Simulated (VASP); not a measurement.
OSZICAR of a VASP run on SnO (litharge):

### OSZICAR
```
       N       E                     dE             d eps       ncg     rms          rms(c)
DAV:   1     0.411448772852E+03    0.41145E+03   -0.20631E+04  1448   0.250E+03
DAV:   2     0.374687099346E+02   -0.37398E+03   -0.36741E+03  1584   0.575E+02
DAV:   3    -0.149816507542E+02   -0.52450E+02   -0.51953E+02  1680   0.191E+02
DAV:   4    -0.171613673421E+02   -0.21797E+01   -0.21762E+01  1720   0.427E+01
DAV:   5    -0.172214015720E+02   -0.60034E-01   -0.60024E-01  1848   0.714E+00    0.116E+01
DAV:   6    -0.135407411538E+02    0.36807E+01   -0.26511E+01  2432   0.540E+01    0.495E+00
DAV:   7    -0.134937087945E+02    0.47032E-01   -0.25982E+00  1672   0.103E+01    0.253E+00
DAV:   8    -0.134936708607E+02    0.37934E-04   -0.58981E-01  2064   0.527E+00    0.100E+00
DAV:   9    -0.134734487764E+02    0.20222E-01   -0.15887E-01  2248   0.356E+00    0.269E-01
DAV:  10    -0.134757847908E+02   -0.23360E-02   -0.20979E-02  2040   0.122E+00    0.229E-01
DAV:  11    -0.134746594549E+02    0.11253E-02   -0.64367E-03  2232   0.697E-01    0.254E-02
DAV:  12    -0.134747327814E+02   -0.73327E-04   -0.65676E-04  1504   0.158E-01    0.357E-02
DAV:  13    -0.134747326095E+02    0.17198E-06   -0.28106E-05  2160   0.565E-02    0.150E-02
DAV:  14    -0.134747309778E+02    0.16316E-05   -0.52311E-06  1656   0.158E-02    0.424E-03
DAV:  15    -0.134747308819E+02    0.95958E-07   -0.35850E-07  1536   0.492E-03
   1 F= -.13474731E+02 E0= -.13474730E+02  d E =-.134747E+02
       N       E                     dE             d eps       ncg     rms          rms(c)
DAV:   1    -0.134746070149E+02    0.12396E-03   -0.34565E+00  1728   0.115E+01    0.457E-01
DAV:   2    -0.134846372238E+02   -0.10030E-01   -0.11100E-01  2104   0.294E+00    0.180E-01
DAV:   3    -0.134842807651E+02    0.35646E-03   -0.13417E-03  1792   0.428E-01    0.116E-01
DAV:   4    -0.134840903176E+02    0.19045E-03   -0.42185E-04  2040   0.365E-01    0.229E-02
DAV:   5    -0.134840977686E+02   -0.74510E-05   -0.12430E-04  1808   0.113E-01    0.899E-03
DAV:   6    -0.134840975364E+02    0.23224E-06   -0.10164E-05  1952   0.462E-02    0.426E-03
DAV:   7    -0.134840978197E+02   -0.28331E-06   -0.12113E-06  2200   0.127E-02    0.213E-03
DAV:   8    -0.134840978251E+02   -0.53642E-08   -0.17197E-07  1104   0.450E-03
   2 F= -.13484098E+02 E0= -.13484098E+02  d E =-.936694E-02
       N       E                     dE             d eps       ncg     rms          rms(c)
DAV:   1    -0.134837368768E+02    0.36094E-03   -0.37696E-01  1728   0.380E+00    0.145E-01
DAV:   2    -0.134847636090E+02   -0.10267E-02   -0.11453E-02  2128   0.973E-01    0.577E-02
DAV:   3    -0.134847267146E+02    0.36894E-04   -0.14142E-04  1800   0.137E-01    0.367E-02
DAV:   4    -0.134847088302E+02    0.17884E-04   -0.38891E-05  2088   0.110E-01    0.777E-03
DAV:   5    -0.134847094499E+02   -0.61966E-06   -0.13085E-05  1704   0.363E-02    0.319E-03
DAV:   6    -0.134847092551E+02    0.19479E-06   -0.11081E-06  1920   0.154E-02    0.149E-03
DAV:   7    -0.134847093008E+02   -0.45715E-07   -0.11849E-07   896   0.438E-03
   3 F= -.13484709E+02 E0= -.13484709E+02  d E =-.997842E-02
       N       E                     dE             d eps       ncg     rms          rms(c)
DAV:   1    -0.134923479940E+02   -0.76387E-02   -0.32943E-01  1544   0.485E+00    0.489E-01
DAV:   2    -0.134887639737E+02    0.35840E-02   -0.13041E-02  1952   0.163E+00    0.299E-01
DAV:   3    -0.134866240817E+02    0.21399E-02   -0.22221E-03  2032   0.702E-01    0.650E-02
DAV:   4    -0.134865794537E+02    0.44628E-04   -0.48327E-04  2064   0.196E-01    0.213E-02
DAV:   5    -0.134865787116E+02    0.74215E-06   -0.78513E-05  1800   0.759E-02    0.539E-03
DAV:   6    -0.134865776088E+02    0.11028E-05   -0.69002E-06  1856   0.250E-02    0.221E-03
DAV:   7    -0.134865777604E+02   -0.15162E-06   -0.84384E-07  1824   0.992E-03    0.123E-03
DAV:   8    -0.134865777257E+02    0.34662E-07   -0.11720E-07  1016   0.270E-03
   4 F= -.13486578E+02 E0= -.13486578E+02  d E =-.186842E-02
       N       E                     dE             d eps       ncg     rms          rms(c)
DAV:   1    -0.134934509166E+02   -0.68732E-02   -0.33855E-01  1544   0.492E+00    0.496E-01
DAV:   2    -0.134897646080E+02    0.36863E-02   -0.13325E-02  1952   0.165E+00    0.303E-01
DAV:   3    -0.134875633856E+02    0.22012E-02   -0.23126E-03  2040   0.710E-01    0.651E-02
DAV:   4    -0.134875205469E+02    0.42839E-04   -0.49114E-04  2040   0.196E-01    0.215E-02
DAV:   5    -0.134875196015E+02    0.94540E-06   -0.77425E-05  1784   0.749E-02    0.528E-03
DAV:   6    -0.134875185577E+02    0.10438E-05   -0.68689E-06  1824   0.245E-02    0.223E-03
DAV:   7    -0.134875187105E+02   -0.15278E-06   -0.81625E-07  1776   0.987E-03    0.123E-03
DAV:   8    -0.134875186767E+02    0.33757E-07   -0.12198E-07  1024   0.277E-03
   5 F= -.13487519E+02 E0= -.13487519E+02  d E =-.280938E-02
       N       E                     dE             d eps       ncg     rms          rms(c)
DAV:   1    -0.135103213652E+02   -0.22803E-01   -0.13461E+00  1552   0.981E+00    0.988E-01
DAV:   2    -0.134955380212E+02    0.14783E-01   -0.51898E-02  1904   0.314E+00    0.604E-01
DAV:   3    -0.134867682592E+02    0.87698E-02   -0.96093E-03  2040   0.134E+00    0.124E-01
DAV:   4    -0.134866170365E+02    0.15122E-03   -0.17299E-03  2024   0.376E-01    0.416E-02
DAV:   5    -0.134866125515E+02    0.44850E-05   -0.24312E-04  1800   0.138E-01    0.818E-03
DAV:   6    -0.134866102426E+02    0.23090E-05   -0.21248E-05  1744   0.429E-02    0.462E-03
DAV:   7    -0.134866105836E+02   -0.34102E-06   -0.18162E-06  1944   0.147E-02    0.185E-03
DAV:   8    -0.134866105679E+02    0.15724E-07   -0.30996E-07  1264   0.452E-03
   6 F= -.13486611E+02 E0= -.13486610E+02  d E =-.190127E-02
       N       E                     dE             d eps       ncg     rms          rms(c)
DAV:   1    -0.135005107310E+02   -0.13900E-01   -0.74332E-01  1520   0.732E+00    0.735E-01
DAV:   2    -0.134925437818E+02    0.79669E-02   -0.29817E-02  1928   0.244E+00    0.451E-01
DAV:   3    -0.134876810079E+02    0.48628E-02   -0.52496E-03  2072   0.126E+00    0.973E-02
DAV:   4    -0.134876411270E+02    0.39881E-04   -0.15796E-03  1888   0.359E-01    0.338E-02
DAV:   5    -0.134876431790E+02   -0.20520E-05   -0.16479E-04  1688   0.114E-01    0.761E-03
DAV:   6    -0.134876405547E+02    0.26243E-05   -0.12428E-05  2032   0.382E-02    0.324E-03
DAV:   7    -0.134876406207E+02   -0.65996E-07   -0.15110E-06  1752   0.129E-02    0.165E-03
DAV:   8    -0.134876406699E+02   -0.49185E-07   -0.20014E-07  1112   0.434E-03
   7 F= -.13487641E+02 E0= -.13487641E+02  d E =-.293137E-02
```

**Question.** Which electronic solver shows in the log?

**Answer.** It is blocked Davidson (ALGO = Normal, or the opening steps of other solvers). The INCAR had ALGO = Normal.

**Question.** Can the final energy be trusted as converged?

**Answer.** Self-consistency was reached. It stopped with EDIFF = 1E-7, NELM = 100, NSW = 30 and EDIFFG = -0.01 after 7 ionic steps (optB86b-vdW, plane waves, VASP's PBE PAW potentials (set 64)).

The compound is SnO in the litharge structure. This cell is one point of a volume scan, at 1.03 of the reference volume. Symmetry was kept, so distortions that lower it aren't found.
